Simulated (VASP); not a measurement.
A cell of MgB2 (AlB2 type) near equilibrium:

```
MgB2
1.0
    1.53581    -2.66010     0.00000
    1.53581     2.66010     0.00000
    0.00000     0.00000     3.47338
Mg B
1 2
Direct
  0.00000   0.00000   0.00000
  0.33333   0.66667   0.50000
  0.66667   0.33333   0.50000
```

Calculation: PBEsol GGA, VASP's PBE PAW potentials (set 64) (plane waves; VASP 6.6.1).

```csv
run,ΔE (meV/atom),σxx,σyy,σzz,"largest shear component, with its sign (GPa)",largest force (eV/Å)
as it is,0.0,-0.04,-0.04,0.30,0.00,0.000
after one change,5.9,0.50,-0.33,1.03,0.00,0.533
```
Stress is in GPa, positive when the cell is compressed.

Problem. What was changed between the two runs?
A) atom 2 (B) moved by 0.075 Å along y
B) isotropic strain of -3.0 %
C) isotropic strain of -1.0 %
D) uniaxial strain of -3.0 % along y

Solution. A, atom 2 (B) moved by 0.075 Å along y

The compound is MgB2 in the AlB2 type structure.
